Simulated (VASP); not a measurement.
Consider the following.

```
AlRu
1.0
    3.11688     0.00000     0.00000
    0.00000     3.11688     0.00000
    0.00000     0.00000     3.11688
Al Ru
1 1
Cartesian
  1.55844   1.55844   1.55844
  0.00000   0.00000   0.00000
```

Computed with vdW-DF2, VASP's PBE PAW potentials (set 64) (plane waves; VASP). Run with 520 eV cut-off, 12×12×12 Γ-centred mesh, first-order Methfessel-Paxton smearing of 0.10 eV, potentials Al Ru_pv.

Question: Estimate the energy per atom (σ→0), pressure, band gap (on the k-mesh) with the smallest direct gap where there is one.

Answer: 
```yaml
band gap (on the k-mesh): none (metal, semimetal or under 0.01 eV)
energy per atom (σ→0): -3.947 eV/atom
pressure: -9.13 GPa
```

Total energies compare only between runs with the same potentials, cut-off and functional.

The compound is RuAl in the CsCl type structure. This cell is one point of a volume scan, at 1.06 of the reference volume. The electron count is odd and the run is not spin-polarised, which forces a metal.
